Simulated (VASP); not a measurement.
Computed with PBE GGA with D3 dispersion (Becke-Johnson damping), VASP's PBE PAW potentials (set 64) (plane waves; VASP 6.6.1).

VASP input:

File KPOINTS:
```
Automatic mesh
0
gamma
  9 9 2
```

POSCAR:
```
MoS2
1
    3.1456246992    -0.0000000000    -0.0000000000
   -1.5728123496     2.7241913847     0.0000000000
   -0.0000000000     0.0000000000    12.0615511295
Mo S
2 4
Direct
  0.3333330000   0.6666670000   0.2500000000
  0.6666670000   0.3333330000   0.7500000000
  0.3333330000   0.6666670000   0.6202152950
  0.6666670000   0.3333330000   0.1202152950
  0.3333330000   0.6666670000   0.8797847050
  0.6666670000   0.3333330000   0.3797847050
```

**INCAR**
```
ALGO = Normal
EDIFF = 1E-7
ENCUT = 400
GGA = PE
ISIF = 2
ISMEAR = -5
IVDW = 12
LASPH = .TRUE.
LCHARG = .TRUE.
LEFG = .TRUE.
LMAXMIX = 4
LORBIT = 11
LREAL = .FALSE.
LWAVE = .FALSE.
NEDOS = 601
NELM = 100
PREC = Accurate
SYSTEM = MoS2
```

POTCAR, in this order: Mo_sv S (PBE.64 set). Program: vasp_std.

Output of the run:

### OUTCAR
```
 ion  position               nearest neighbor table
   1  0.333  0.667  0.250-   4 2.40   6 2.40   4 2.40   6 2.40   4 2.40   6 2.40
   2  0.667  0.333  0.750-   3 2.40   5 2.40   3 2.40   5 2.40   3 2.40   5 2.40
   3  0.333  0.667  0.620-   2 2.40   2 2.40   2 2.40
   4  0.667  0.333  0.120-   1 2.40   1 2.40   1 2.40
   5  0.333  0.667  0.880-   2 2.40   2 2.40   2 2.40
   6  0.667  0.333  0.380-   1 2.40   1 2.40   1 2.40
  LATTYP: Found a hexagonal cell.
 ALAT       =     3.1456246992
 C/A-ratio  =     3.8343897581
 Subroutine PRICEL returns:
 Original cell was already a primitive cell.
 Subroutine GETGRP returns: Found 24 space group operations
The static configuration has the point symmetry D_3d.
 The point group associated with its full space group is D_6h.
The dynamic configuration has the point symmetry D_3d.
 Subroutine INISYM returns: Found 24 space group operations
 Subroutine IBZKPT returns following result:
 Found     24 irreducible k-points:

 Following reciprocal coordinates:
            Coordinates               Weight
  0.000000  0.000000  0.000000      1.000000
  0.111111 -0.000000  0.000000      6.000000
  0.222222 -0.000000  0.000000      6.000000
  0.333333 -0.000000  0.000000      6.000000
  0.444444 -0.000000  0.000000      6.000000
  0.111111  0.111111  0.000000      6.000000
  0.222222  0.111111  0.000000     12.000000
  0.333333  0.111111  0.000000     12.000000
  0.444444  0.111111  0.000000      6.000000
  0.222222  0.222222  0.000000      6.000000
  0.333333  0.222222  0.000000     12.000000
  0.333333  0.333333  0.000000      2.000000
  0.000000  0.000000  0.500000      1.000000
  0.111111 -0.000000  0.500000      6.000000
  0.222222 -0.000000  0.500000      6.000000
  0.333333 -0.000000  0.500000      6.000000
  0.444444 -0.000000  0.500000      6.000000
  0.111111  0.111111  0.500000      6.000000
...
```

**OSZICAR**
```
       N       E                     dE             d eps       ncg     rms          rms(c)
DAV:   1     0.388345836222E+03    0.38835E+03   -0.26473E+04  1696   0.131E+03
DAV:   2    -0.254780207421E+02   -0.41382E+03   -0.40509E+03  1894   0.363E+02
DAV:   3    -0.460007060225E+02   -0.20523E+02   -0.20414E+02  1949   0.715E+01
DAV:   4    -0.463814701484E+02   -0.38076E+00   -0.37990E+00  1806   0.992E+00
DAV:   5    -0.463920640154E+02   -0.10594E-01   -0.10590E-01  1983   0.155E+00    0.353E+01
DAV:   6    -0.442614029896E+02    0.21307E+01   -0.22211E+01  1661   0.250E+01    0.135E+01
DAV:   7    -0.438584638688E+02    0.40294E+00   -0.98044E+00  1703   0.158E+01    0.847E+00
DAV:   8    -0.435214330704E+02    0.33703E+00   -0.16022E+00  1928   0.694E+00    0.301E+00
DAV:   9    -0.435340095126E+02   -0.12576E-01   -0.15279E-01  2004   0.189E+00    0.139E+00
DAV:  10    -0.435250890647E+02    0.89204E-02   -0.70394E-02  1813   0.145E+00    0.320E-01
DAV:  11    -0.435251222949E+02   -0.33230E-04   -0.28131E-03  1826   0.296E-01    0.185E-01
DAV:  12    -0.435250514454E+02    0.70850E-04   -0.41794E-04  1922   0.106E-01    0.760E-02
DAV:  13    -0.435250572761E+02   -0.58307E-05   -0.16953E-04  1980   0.683E-02    0.140E-02
DAV:  14    -0.435250583545E+02   -0.10784E-05   -0.16357E-05  1810   0.229E-02    0.161E-02
DAV:  15    -0.435250588308E+02   -0.47628E-06   -0.19385E-06  1806   0.773E-03    0.465E-03
DAV:  16    -0.435250586240E+02    0.20674E-06   -0.12085E-06  1686   0.623E-03    0.645E-04
DAV:  17    -0.435250587119E+02   -0.87914E-07   -0.52714E-08  1220   0.143E-03
   1 F= -.46162972E+02 E0= -.46162972E+02  d E =0.000000E+00
```

OUTCAR:
```
------------------------ aborting loop because EDIFF is reached ----------------------------------------
 Edisp (eV)   -2.63791
  FORCE on cell =-STRESS in cart. coord.  units (eV):
  Direction    XX          YY          ZZ          XY          YZ          ZX
  --------------------------------------------------------------------------------------
  Total       0.02576     0.02576    -0.03248     0.00000    -0.00000     0.00000
  in kB       0.39928     0.39928    -0.50351     0.00000    -0.00000     0.00000
  external pressure =        0.10 kB  Pullay stress =        0.00 kB
  volume of cell :      103.36
      direct lattice vectors                 reciprocal lattice vectors
     3.145624699  0.000000000  0.000000000     0.317901878  0.183540702  0.000000000
    -1.572812350  2.724191385  0.000000000     0.000000000  0.367081405  0.000000000
     0.000000000  0.000000000 12.061551129     0.000000000  0.000000000  0.082908076
 POSITION                                       TOTAL-FORCE (eV/Angst)
 -----------------------------------------------------------------------------------
     -0.00000      1.81613      3.01539         0.000000      0.000000      0.000000
      1.57281      0.90806      9.04616        -0.000000     -0.000000      0.000000
     -0.00000      1.81613      7.48076        -0.000000     -0.000000     -0.013868
      1.57281      0.90806      1.44998         0.000000     -0.000000     -0.013868
     -0.00000      1.81613     10.61157        -0.000000      0.000000      0.013868
      1.57281      0.90806      4.58079         0.000000      0.000000      0.013868
 -----------------------------------------------------------------------------------
    total drift:                               -0.001372      0.000792     -0.000029
  FREE ENERGIE OF THE ION-ELECTRON SYSTEM (eV)
  ---------------------------------------------------
  free  energy   TOTEN  =       -46.1629717065 eV

  energy  without entropy=      -46.1629717065  energy(sigma->0) =      -46.16297171

 total charge

# of ion       s       p       d       tot
------------------------------------------
    1        2.295   6.227   3.969  12.491
    2        2.295   6.227   3.969  12.491
    3        1.366   2.343   0.000   3.709
    4        1.366   2.343   0.000   3.709
    5        1.366   2.343   0.000   3.709
    6        1.366   2.343   0.000   3.709
--------------------------------------------------
tot         10.054  21.827   7.939  39.819
```
(Selected blocks of OUTCAR.)

OUTCAR:
```
 val. band max:        8.0165624483   @ k =   0.0000   0.0000   0.0000

 cond. band min:       8.8875602284   @ k =   0.2222   0.1111   0.0000


 Fermi energy:         8.0726584593

 k-point     1 :       0.0000    0.0000    0.0000
  band No.  band energies     occupation
      1     -53.5203      2.00000
      2     -53.5203      2.00000
      3     -27.6907      2.00000
      4     -27.6900      2.00000
      5     -27.4443      2.00000
      6     -27.4443      2.00000
      7     -27.4439      2.00000
      8     -27.4439      2.00000
      9      -7.1274      2.00000
     10      -6.7690      2.00000
     11      -5.9343      2.00000
     12      -5.3543      2.00000
     13       0.9023      2.00000
     14       2.1279      2.00000
     15       4.2908      2.00000
     16       4.6918      2.00000
     17       4.6918      2.00000
     18       4.7095      2.00000
     19       4.7095      2.00000
     20       5.7999      2.00000
     21       5.8000      2.00000
     22       5.8632      2.00000
     23       5.8633      2.00000
     24       6.7233      2.00000
     25       6.9172      2.00000
     26       8.0166      2.00000
     27      10.1110      0.00000
     28      10.1120      0.00000
     29      10.1478      0.00000
     30      10.1494      0.00000
     31      10.2483      0.00000

 k-point     2 :       0.1111   -0.0000    0.0000
  band No.  band energies     occupation
      1     -53.5152      2.00000
      2     -53.5152      2.00000
      3     -27.6806      2.00000
      4     -27.6803      2.00000
      5     -27.4943      2.00000
      6     -27.4942      2.00000
      7     -27.4557      2.00000
      8     -27.4554      2.00000
      9      -6.9359      2.00000
     10      -6.5811      2.00000
     11      -5.8395      2.00000
     12      -5.2892      2.00000
     13       1.1182      2.00000
     14       2.3351      2.00000
     15       3.9641      2.00000
     16       4.2780      2.00000
     17       4.3178      2.00000
...
```

The structure comes from a measured MoS2 entry (P6_3/mmc) of the Crystallography Open Database, whose conditions weren't checked. It was relaxed first.
